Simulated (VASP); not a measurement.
Data:

```yaml
crystal:
  lattice:
    - [0.00000, 2.04396, 2.04396]
    - [2.04396, 0.00000, 2.04396]
    - [2.04396, 2.04396, 0.00000]
  atoms:
    - { symbol: Li, position: [0.00000, 0.00000, 0.00000] }
    - { symbol: F, position: [0.50000, 0.50000, 0.50000] }
```

Calculation: revPBE GGA, VASP's PBE PAW potentials (set 64) (plane waves; VASP). Numerical set-up: 520 eV cut-off, 11×11×11 Γ-centred mesh, Gaussian smearing of 0.050 eV, potentials Li_sv F.

Question: Give the stress tensor in GPa (positive for a compressed cell).

Answer: 
```
2.07  0.00  0.00
0.00  2.07  0.00
0.00  0.00  2.07
```
The pressure is its mean diagonal, 2.07 GPa.

The compound is LiF in the rock salt structure. This cell is one point of a volume scan, at 0.97 of the reference volume.
